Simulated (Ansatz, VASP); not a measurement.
# Tl: VASP beside Ansatz

Aim: how closely do two programs agree when they are given the same cell, functional and k mesh? The cell is taken from a series of VASP runs on this material, whose earlier steps may have relaxed, scaled or displaced it; both programs get it as it stands.

Method: plane waves, with VASP 6.6.1 beside it; single point at LDA, in Ansatz 0.2.0.

**1. The starting structure**

It takes space group P6_3/mmc (No. 194, hexagonal). Conventional cell: a = 3.425 Å, b = 3.425 Å, c = 10.718 Å, α = 90.00°, β = 90.00°, γ = 120.00°. Nearest to Tl lie 12 Tl at 3.33 to 3.42 Å. Nearest to Tl lie 12 Tl at 3.33 to 3.42 Å.

Structure file:

```cif
data_structure
_symmetry_space_group_name_H-M 'P 1'
_symmetry_Int_Tables_number 1
_cell_length_a 3.4250
_cell_length_b 3.4250
_cell_length_c 10.7183
_cell_angle_alpha 90.000
_cell_angle_beta 90.000
_cell_angle_gamma 120.000
_cell_volume 108.89
loop_
_atom_site_label
_atom_site_type_symbol
_atom_site_fract_x
_atom_site_fract_y
_atom_site_fract_z
_atom_site_occupancy
Tl1 Tl 0.66667 0.33333 0.75000 1
Tl2 Tl 0.00000 0.00000 0.50000 1
Tl3 Tl 0.33333 0.66667 0.25000 1
Tl4 Tl 0.00000 0.00000 0.00000 1
```

**2. VASP: single point, LDA**

With cell and atoms fixed, the geometry can't cause a difference; cores, projectors, grids and the points listed under the comparison can.

Lines of VASP's logs that name or quote its potential files are left out, and so is its time.

INCAR

```
SYSTEM = Tl
PREC = Accurate
ENCUT = 400
EDIFF = 1E-06
NELM = 100
ISMEAR = -5
SIGMA = 0.05
LREAL = .FALSE.
ALGO = Normal
GGA = CA
NBANDS = 40
LORBIT = 11
LWAVE = .FALSE.
LCHARG = .FALSE.
KPAR = 2
NEDOS = 2001
```

POSCAR

```
Tl
1.0
    3.4249901296      0.0000000000      0.0000000000
   -1.7124950648      2.9661284598      0.0000000000
    0.0000000000      0.0000000000     10.7182604934
Tl
4
Direct
    0.6666666667      0.3333333333      0.7500000000
    0.0000000000      0.0000000000      0.5000000000
    0.3333333333      0.6666666667      0.2500000000
    0.0000000000      0.0000000000      0.0000000000
```

KPOINTS

```
Automatic mesh
0
Gamma
11 11 3
0 0 0
```

The projector-augmented-wave data sets are Tl_d (LDA family, release 64).

Launch:

```sh
mpirun -np 2 vasp_std
```

Numbers of over 12 decimals in the logs are rounded to 6 here.

Log:

```text
[banner, memory and clock lines left out]
running    2 mpi-ranks, on    1 nodes
 distrk:  each k-point on    1 cores,    2 groups
 distr:  one band on    1 cores,    1 groups

 POSCAR found type information on POSCAR Tl
 POSCAR found :  1 types and       4 ions
 LDA part: xc-table for (Slater(with rela. corr.)+CA(PZ))
 , standard interpolation
 POSCAR, INCAR and KPOINTS ok, starting setup
 FFT: planning ... GRIDC
 FFT: planning ... GRID_SOFT
 FFT: planning ... GRID
 WAVECAR not read
 entering main loop
       N       E                     dE             d eps       ncg     rms          rms(c)
DAV:   1     0.265536705332E+03    0.26554E+03   -0.23522E+04  2608   0.996E+02
DAV:   2    -0.490600138038E+01   -0.27044E+03   -0.26251E+03  2840   0.269E+02
DAV:   3    -0.118068787969E+02   -0.69009E+01   -0.68726E+01  3000   0.378E+01
DAV:   4    -0.118515304585E+02   -0.44652E-01   -0.44745E-01  2736   0.350E+00
DAV:   5    -0.118521651385E+02   -0.63468E-03   -0.63552E-03  2952   0.419E-01    0.521E+00
DAV:   6    -0.117280735061E+02    0.12409E+00   -0.19237E-01  2744   0.250E+00    0.360E+00
DAV:   7    -0.117060622137E+02    0.22011E-01   -0.10828E-01  2824   0.185E+00    0.815E-01
DAV:   8    -0.117021737786E+02    0.38884E-02   -0.17099E-02  2720   0.718E-01    0.618E-02
DAV:   9    -0.117021830524E+02   -0.92738E-05   -0.12058E-04  2920   0.602E-02    0.171E-02
DAV:  10    -0.117021775090E+02    0.55434E-05   -0.12837E-05  2792   0.219E-02    0.888E-03
DAV:  11    -0.117021768847E+02    0.62432E-06   -0.37356E-06  2592   0.112E-02
   1 F= -.11702177E+02 E0= -.11702177E+02  d E =0.000000E+00
|                                                                             |
|           W    W    AA    RRRRR   N    N  II  N    N   GGGG   !!!           |
|           W    W   A  A   R    R  NN   N  II  NN   N  G    G  !!!           |
|           W    W  A    A  R    R  N N  N  II  N N  N  G       !!!           |
|           W WW W  AAAAAA  RRRRR   N  N N  II  N  N N  G  GGG   !            |
|           WW  WW  A    A  R   R   N   NN  II  N   NN  G    G                |
|           W    W  A    A  R    R  N    N  II  N    N   GGGG   !!!           |
|                                                                             |
|     Tetrahedron method does not include variations of the Fermi             |
|     occupations, so forces and stress will be inaccurate. We suggest        |
|     using a different smearing scheme ISMEAR = 1 or 2 for metals in         |
|     relaxations.                                                            |
|                                                                             |
```

OUTCAR, selected parts (step 2):

```text
ion  position               nearest neighbor table
   1  0.667  0.333  0.750-   2 3.33   4 3.33   2 3.33   4 3.33   2 3.33   4 3.33
   2  0.000  0.000  0.500-   1 3.33   3 3.33   3 3.33   1 3.33   1 3.33   3 3.33
   3  0.333  0.667  0.250-   2 3.33   4 3.33   2 3.33   4 3.33   2 3.33   4 3.33
   4  0.000  0.000  0.000-   1 3.33   3 3.33   3 3.33   1 3.33   1 3.33   3 3.33

  LATTYP: Found a hexagonal cell.
 ALAT       =     3.4249901296
 C/A-ratio  =     3.1294281408

 Subroutine GETGRP returns: Found 24 space group operations
 (whereof 12 operations were pure point group operations)

The static configuration has the point symmetry D_3d.
 The point group associated with its full space group is D_6h.

 Found     32 irreducible k-points:

   k-points           NKPTS =     32   k-points in BZ     NKDIM =     32   number of bands    NBANDS=     40

   dimension x,y,z NGX =    24 NGY =   24 NGZ =   70
   dimension x,y,z NGXF=    48 NGYF=   48 NGZF=  140

   ENCUT  =  400.0 eV  29.40 Ry    5.42 a.u.   5.59  5.59 17.48*2*pi/ulx,y,z

   NELECT =      52.0000    total number of electrons

 k-points in reciprocal lattice and weights: Automatic mesh
   0.00000000  0.00000000  0.00000000       0.003
   0.09090909  0.00000000  0.00000000       0.017
   0.18181818  0.00000000  0.00000000       0.017
   0.27272727  0.00000000  0.00000000       0.017
   0.36363636 -0.00000000  0.00000000       0.017
   0.45454545 -0.00000000  0.00000000       0.017
   0.09090909  0.09090909  0.00000000       0.017
   0.18181818  0.09090909  0.00000000       0.033
   0.27272727  0.09090909  0.00000000       0.033
[...]
0.27272727  0.27272727  0.33333333       0.033
   0.36363636  0.27272727  0.33333333       0.033

 average (electrostatic) potential at core
       1 -82.7923       2 -82.8061       3 -82.7923       4 -82.8061

 E-fermi :   6.7913

 k-point     1 :       0.0000    0.0000    0.0000
  band No.  band energies     occupation
    ...
     21      -3.5896      2.00000
     22      -2.0402      2.00000
     23      -2.0236      2.00000
     24       1.9473      2.00000
     25       3.8462      2.00000
     26      10.6646      0.00000
     27      10.6824      0.00000
     28      14.7819      0.00000
     29      14.7819      0.00000
     30      15.8473      0.00000
    ...

 k-point     2 :       0.0909    0.0000    0.0000
  band No.  band energies     occupation
    ...
     21      -3.4263      2.00000
     22      -1.8688      2.00000
     23      -1.8509      2.00000
     24       2.0423      2.00000
     25       4.0616      2.00000
     26      10.7296      0.00000
     27      10.7520      0.00000
     28      13.1230      0.00000
     29      14.0770      0.00000
     30      14.3775      0.00000
    ...

 k-point     3 :       0.1818    0.0000    0.0000
  band No.  band energies     occupation
    ...
     21      -2.9235      2.00000
     22      -1.3660      2.00000
     23      -1.3456      2.00000
     24       2.3336      2.00000
     25       4.6771      2.00000
     26      10.2348      0.00000
     27      10.6241      0.00000
     28      10.8639      0.00000
     29      12.2934      0.00000
     30      12.3002      0.00000
    ...

  Total       -0.3318051     -0.3318051      0.6711633      0.0000000      0.0000000      0.0000000
  in kB       -4.8822504     -4.8822504      9.8756385      0.0000000      0.0000000      0.0000000
  external PRESSURE =       0.0370459 kB  Pullay stress =       0.0000000 kB

  energy-cutoff  :      400.00
  volume of cell :      108.89
      direct lattice vectors                 reciprocal lattice vectors
     3.424990130  0.000000000  0.000000000     0.291971644  0.168569907  0.000000000
    -1.712495065  2.966128460  0.000000000     0.000000000  0.337139815  0.000000000
     0.000000000  0.000000000 10.718260493     0.000000000  0.000000000  0.093298721

 POSITION                                       TOTAL-FORCE (eV/Angst)
 -----------------------------------------------------------------------------------
      1.71250      0.98871      8.03870         0.000000     -0.000000     -0.000000
      0.00000      0.00000      5.35913        -0.000000      0.000000     -0.000000
     -0.00000      1.97742      2.67957        -0.000000      0.000000      0.000000
      0.00000      0.00000      0.00000        -0.000000      0.000000     -0.000000
 -----------------------------------------------------------------------------------
    total drift:                               -0.000000      0.000000      0.000000

  FREE ENERGIE OF THE ION-ELECTRON SYSTEM (eV)
  ---------------------------------------------------
  free  energy   TOTEN  =       -11.7021768847 eV

  energy  without entropy=      -11.7021768847  energy(sigma->0) =      -11.70217688

 total charge
# of ion       s       p       d       tot
------------------------------------------
    1        1.174   0.425   9.634  11.233
    2        1.187   0.415   9.634  11.237
    3        1.174   0.425   9.634  11.233
    4        1.187   0.415   9.634  11.237
--------------------------------------------------
tot          4.723   1.681  38.536  44.940

[... 3 further parts left out ...]
```

The run ends at a pressure of 0.00 GPa.

**3. Ansatz: single point, LDA**

Ansatz runs on its default PAW (the set named soft_2) files.

The same cell, functional (in two slightly different forms), mesh and smearing now go to Ansatz, which takes its cutoff from its data sets.

input.yaml

```yaml
crystal:
  lattice:
    - [3.4249901296, 0.0, 0.0]
    - [-1.7124950648, 2.9661284598, 0.0]
    - [0.0, 0.0, 10.7182604934]
  atoms:
    - { symbol: Tl, position: [0.6666666667, 0.3333333333, 0.75] }
    - { symbol: Tl, position: [0.0, 0.0, 0.5] }
    - { symbol: Tl, position: [0.3333333333, 0.6666666667, 0.25] }
    - { symbol: Tl, position: [0.0, 0.0, 0.0] }
hamiltonian:
  xc: lda
  pseudopotentials: { kind: paw }
kpoints:
  mp_grid: { grid: [11, 11, 3] }
scf:
  occupations: { method: tetrahedron }
output:
  forces: true
  stress: true
```

Launch:

```sh
ansatz run input.yaml --threads 2 --pin off --max-ram 4608MiB --backend cpu --events-out ev --progress --plain --runs-dir out
```

Log:

```text
Warning: output.forces, output.stress, relax.cell or npt_langevin: where a Kohn–Sham band that disperses or a degenerate level is filled in part under the method tetrahedron, the forces or the stress that this run publishes need not agree with its energy (scf.occupations.method in the input reference, under Limitations); prefer a smearing scheme for the forces or the stress
Engine: ansatz 0.2.0, aarch64-unknown-linux-gnu
Pseudopotentials: kind: paw
Pseudopotential: Tl, paw, valence charge 13, recommended cutoff 420 eV (normal), Tl.paw.azcp
Functional definition: SPW92
  exchange = slater_x
  correlation = pw_c
Crystal: 4 atoms, lattice volume = 108.886 Å³
Basis set: ecut = 420 eV, 2123 PW (Γ)
Bands: 32, of which v1, the nominal top of the filled ones, is band 26 counted from 1 (25 counted from 0)
Symmetry: 24 space group operations
Space group: P63/mmc (ITA 194), of the structure as read, at distance tolerance 4.8e-5 Å
k-points: 32 of 363
Non-local potential: Tl, projectors of the file, l = 0: 2, l = 1: 2, l = 2: 2, l = 3: 1
PAW form: soft (Blöchl's): semilocal exchange-correlation on the pseudo side does not see the compensation charge
PAW frozen core: Tl, regenerated for the run's functional, and the local potential with it (the file was generated under x = pbe(κ = 0.804, μ = 0.219515), c = pbe(β = 0.066725))
PAW one-centre angular grid: Tl, 590 points (default); XC on 64 Gauss nodes
Initial density: superposition of atomic densities (neutral atoms: chi_scale 0, normalization atom), corrected by the library's trained network
Initial wavefunctions: pseudopotential atomic-orbital guess
Functional: x = slater, c = lda
SCF iter   1: F=—  HF=-44586.342330 eV  |F-HF|=—  |Δ(HF+E_count)|=         —  Δρ=5.05e-3  dr2=2.44e-2  ethr=1.77e-3  ⟨swp⟩=7.1  Hψ=4554  notcnv=0
preconditioner: auto → Kerker (q_TF=auto, 2.412 Å⁻¹)  [metal: no gap  n_scr=26 (ndim 8)  ℏωp=25.7 eV  f_vac=0.000]
SCF iter   2: F=—  HF=-44586.334186 eV  |F-HF|=—  |Δ(HF+E_count)|=   8.14e-3  Δρ=2.12e-3  dr2=4.97e-3  ethr=4.70e-5  ⟨swp⟩=2.7  Hψ=2243  notcnv=0  defer=26
SCF iter   3: F=—  HF=-44586.332421 eV  |F-HF|=—  |Δ(HF+E_count)|=   1.76e-3  Δρ=3.59e-4  dr2=3.25e-4  ethr=9.56e-6  ⟨swp⟩=2.0  Hψ=1996  notcnv=0  defer=26
SCF iter   4: F=—  HF=-44586.332389 eV  |F-HF|=—  |Δ(HF+E_count)|=   3.25e-5  Δρ=8.75e-5  dr2=2.23e-5  ethr=6.25e-7  ⟨swp⟩=2.3  Hψ=1417  notcnv=0  defer=26
SCF iter   5: F=—  HF=-44586.332390 eV  |F-HF|=—  |Δ(HF+E_count)|=   8.89e-7  Δρ=2.51e-5  dr2=6.78e-7  ethr=4.29e-8  ⟨swp⟩=3.2  Hψ=2007  notcnv=0  defer=26
SCF iter   6: F=-44586.332390 eV  HF=-44586.332390 eV  |F-HF|=3.78e-8  |Δ(HF+E_count)|=   5.96e-7  Δρ=3.97e-6  dr2=5.00e-8  ethr=1.92e-10  ⟨swp⟩=5.1  Hψ=3473  notcnv=0
SCF 1 converged in 6 iterations: F = -44586.332390 eV  dr2 = 5.00e-8
  greatest PAW one-centre occupation: 0.962 electrons in one spin orbital (limit 2), on the Tl atom at site 2 (counted from 0), in its partial waves of l = 2
SCF converged after 6 iterations
Stability not checked: this state was not tested for a lower state beside it, because cold or Methfessel-Paxton smearing, or corrected tetrahedra, fill the levels in a way that the test cannot read (fill_not_monotonic; see scf.lower_state_search)
Free energy (F): -44586.332390 eV
Harris-Foulkes:  -44586.332390 eV  (|F-HF|=3.78e-8)
Internal energy: -44586.332453 eV  (E = F + TS)
E sigma→0 (E₀):  -44586.332390 eV
Entropy (-TS):   0.000063 eV (0.016 meV/atom)
Fermi energy:    10.706349 eV
--- Per-component energies (eV) ---
  E_band       = 49.259710
  E_kinetic    = 1335.805848
  E_local      = -3393.581193  (includes V_loc(G=0)·N_el)
  E_nonlocal   = 1285.353811
  E_hartree    = 1247.608013
  E_xc         = -916.774012
  E_vxc        = -573.754158  (∫ρ·V_xc dr)
  E_paw        = -39472.356397  (= ΣΔE_a)
  E_vpaw       = -1099.776791  (= ΣTr[D̂ρ^β])
  E_aug_tail   = 0.000129  (compensation charges beyond the density's cutoff)
  E_ewald      = -4671.822409
  E_core_change = -0.566243  (= ΣΔE_core)
  E_smearing   = 0.000063  (= −TS)
  E_closure    = 0.000000  (closes the sum)
  Σ components = -44586.332390   (vs F -44586.332390, Δ=0.00e0)
--- Forces (eV/Å), atoms counted from 1 ---
  atom   1  Tl     0.00000000    -0.00000000     0.00000000
  atom   2  Tl     0.00000000     0.00000000     0.00000000
  atom   3  Tl    -0.00000000     0.00000000     0.00000000
  atom   4  Tl     0.00000000    -0.00000000    -0.00000000
  max |Σ_I F_I| component: 1.05e-30 eV/Å
--- Stress (GPa, compression-positive) ---
       -0.508041       0.000000       0.000000
        0.000000      -0.508041       0.000000
        0.000000       0.000000       0.914006
  P = ⅓ Tr σ = -0.0340 GPa (-0.340 kbar)
--- Band table (eV; the first three rows and the last of 32) ---
  k-point 0: bands = [... 22 lower, 1.8758, 5.8277, 7.7711, 14.5690, 14.5869, 18.6923, 18.6923, 19.7561, ... 2 higher]
  k-point 1: bands = [... 22 lower, 3.1018, 4.6247, 9.2938, 11.7714, 17.6004, 18.8314, 18.8314, 19.2208, ... 2 higher]
  k-point 2: bands = [... 22 lower, 2.0485, 5.9219, 7.9866, 14.6325, 14.6549, 17.0340, 17.9890, 18.2861, ... 2 higher]
  k-point 31: bands = [... 22 lower, 6.4319, 6.5198, 9.4417, 9.4747, 10.2731, 10.7283, 11.3710, 11.8820, ... 2 higher]
```

Elapsed: 1.8 s, on 2 threads of Arm Neoverse V2, shared host; peak memory 0.36 GiB; 3.5 s of CPU time.

The run ends at a pressure of -0.03 GPa.

**4. Comparison**

Known differences besides the potentials themselves: the two LDA forms differ slightly; the cutoff is 420 eV in Ansatz and 400 eV in VASP; VASP's log shows a relativistic correction to its local exchange, Ansatz's none. Total energies have different zeros and are not compared.

Both answers:

```csv
quantity,Ansatz,VASP,difference
pressure (GPa),-0.03,0.00,-0.04
```

Ansatz's pressure holds a Pulay correction of 0.04 GPa; VASP's holds none.

**5. What came out**

```json
{
 "difference in pressure (single point, LDA)": "-0.038 GPa"
}
```

What this shows: The difference in pressure is -0.038 GPa (single point, LDA), within the 1 GPa picked in this series as the mark of a large difference. Such differences can come from data sets, numerical settings and the points named under the comparisons, not from the functional's error against experiment.

[Lines on the potential files, build, host, timing and source positions are cut from VASP's logs without a mark.]

[Logs are printed without paths, hosts, clocks, repeated set-up lines and the standing remarks that a program may print on its own settings, such as how far it seeks lower states.]

[Hosts, paths, dates, database ids (printed as entryN), source tags and the programs' standing remarks are cut or masked in the printed files.]
